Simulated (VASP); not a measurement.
Consider the following.

```xyz
6
Lattice="6.0514 -1.6753 -0.3243 6.0514 1.6753 -0.3243 -1.6254 0.0000 7.3461" Properties=species:S:1:pos:R:3 pbc="T T T"
Mg     4.1513     0.0000     1.7076
Mg    -0.2622     0.0000     4.4812
Sn    12.0564     0.0000    -0.5632
Sn     7.4548     0.0000     2.1018
Sn     3.1251     0.0000     4.6053
Sn     7.1945     0.0000     6.4273
```

The numbers are results of PBEsol GGA, VASP's PBE PAW potentials (set 64) (plane waves; VASP), not measurements. Settings: 400 eV cut-off, Gaussian smearing of 0.050 eV, potentials Mg Sn_d.

Give the energies of bands 22 to 35 at the high-symmetry points, in eV from the Fermi level.

```json
[
 {"band": "22", "Γ": "-8.22", "C": "-6.86", "Y2": "-9.72", "M2": "-9.24", "D": "-7.01", "A": "-9.82", "V2": "-6.98"},
 {"band": "23", "Γ": "-7.98", "C": "-6.76", "Y2": "-8.12", "M2": "-8.19", "D": "-6.41", "A": "-7.01", "V2": "-6.09"},
 {"band": "24", "Γ": "-6.79", "C": "-5.42", "Y2": "-6.13", "M2": "-7.79", "D": "-5.88", "A": "-5.67", "V2": "-5.22"},
 {"band": "25", "Γ": "-4.62", "C": "-3.63", "Y2": "-5.59", "M2": "-3.60", "D": "-4.37", "A": "-4.93", "V2": "-4.21"},
 {"band": "26", "Γ": "-4.11", "C": "-3.38", "Y2": "-4.50", "M2": "-3.34", "D": "-4.08", "A": "-4.00", "V2": "-3.43"},
 {"band": "27", "Γ": "-3.41", "C": "-2.94", "Y2": "-0.48", "M2": "-1.38", "D": "-2.69", "A": "-2.95", "V2": "-3.03"},
 {"band": "28", "Γ": "-1.02", "C": "-2.69", "Y2": "-0.38", "M2": "-1.15", "D": "-1.45", "A": "-2.30", "V2": "-2.68"},
 {"band": "29", "Γ": "-0.84", "C": "-1.93", "Y2": "0.22", "M2": "-0.54", "D": "-1.31", "A": "-1.29", "V2": "-2.08"},
 {"band": "30", "Γ": "1.29", "C": "-1.36", "Y2": "0.64", "M2": "-0.10", "D": "-0.75", "A": "-0.76", "V2": "-1.30"},
 {"band": "31", "Γ": "2.34", "C": "-0.53", "Y2": "1.65", "M2": "2.27", "D": "-0.06", "A": "3.14", "V2": "-0.01"},
 {"band": "32", "Γ": "2.60", "C": "-0.19", "Y2": "2.41", "M2": "2.66", "D": "0.18", "A": "3.53", "V2": "0.35"},
 {"band": "33", "Γ": "3.32", "C": "0.51", "Y2": "2.42", "M2": "2.91", "D": "1.01", "A": "3.76", "V2": "0.47"},
 {"band": "34", "Γ": "3.50", "C": "2.38", "Y2": "4.02", "M2": "2.95", "D": "1.52", "A": "4.11", "V2": "1.25"},
 {"band": "35", "Γ": "3.66", "C": "2.75", "Y2": "4.29", "M2": "3.49", "D": "1.88", "A": "5.22", "V2": "1.48"}
]
```

It has no gap at this level: it comes out as a metal or semimetal.

The structure comes from a computed database's MgSn2 entry (Cm); how it stands against other phases isn't given here. It was relaxed first, which changed the volume by -6 %.
